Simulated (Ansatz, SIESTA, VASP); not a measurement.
**Code comparison for Y2CN2O2 (P-3m1, 7 atoms in the cell)**

Self-consistent single point.

```yaml
crystal:
  lattice:
    - [3.66940, 0.00000, 0.00000]
    - [-1.83470, 3.17779, 0.00000]
    - [0.00000, 0.00000, 8.10351]
  atoms:
    - { symbol: Y, position: [0.33333, 0.66667, 0.67752] }
    - { symbol: Y, position: [0.66667, 0.33333, 0.32248] }
    - { symbol: C, position: [0.00000, 0.00000, 0.00000] }
    - { symbol: N, position: [0.00000, 0.00000, 0.15015] }
    - { symbol: N, position: [0.00000, 0.00000, 0.84985] }
    - { symbol: O, position: [0.33333, 0.66667, 0.39666] }
    - { symbol: O, position: [0.66667, 0.33333, 0.60334] }
```

Shared settings, as Ansatz (a first-principles code) writes them: kpoints.mp_grid.grid = 7 7 3; magnetization.spin_orbit = true; scf.occupations.method = fixed. Potentials and cutoffs stand in the table.

```csv
code,model,pressure (GPa),largest force (eV/Å),gap on the mesh (eV),cutoff
SIESTA,"GGA PBEsol with spin-orbit coupling, numerical atomic orbitals DZP, PseudoDojo PBEsol fully relativistic norm-conserving potentials (rewritten from UPF to PSML)",–,3.315,3.999,grid 350 Ry
Ansatz,"PBEsol with spin-orbit coupling, PAW files made with PBE",2.64,1.319,3.917,420 eV
VASP,"PBEsol, spin-orbit coupling, VASP's PBE PAW potentials (set 64)",-0.69,1.617,3.910,400 eV
```

Size of the force on each atom (eV/Å): Sizes of forces hide their directions.

| code | Y1 | Y2 | C3 | N4 | N5 | O6 | O7 |
|---|---|---|---|---|---|---|---|
| SIESTA | 0.285 | 0.285 | 0.000 | 3.315 | 3.315 | 0.153 | 0.153 |
| Ansatz | 0.054 | 0.054 | 0.000 | 1.319 | 1.319 | 0.028 | 0.028 |
| VASP | 0.050 | 0.050 | 0.000 | 1.617 | 1.617 | 0.015 | 0.015 |

A dash marks a value that a program does not give, or that is left out as unsure.

Gaps are read on the mesh.

The spread over the programs that give each value: pressure within 3.33 GPa; largest force within 1.996 eV/Å; gap on the mesh within 0.089 eV.

SIESTA uses small atom-centred bases, whose incompleteness enters pressures, forces and empty levels differently from a plane-wave cutoff. Ansatz's pressure is given at a fixed set of plane waves, as the other plane-wave codes print theirs; with its correction for the finite basis it is 2.95 GPa (the shift of 0.31 GPa shows how far the cutoff is from converged).

VASP's run is marked for a possible Pulay error in its stress at this cutoff; no cutoff test was made.

VASP ran the fixed occupations as a Gaussian smearing of 0.01 eV.

The starting cell comes from a database of computed structures (which also holds hypothetical and non-ambient phases and stackings), without a prior relaxation at this level. Its lattice was rescaled by a random factor within 2.5 % of one.

Keys are those of Ansatz 0.2.
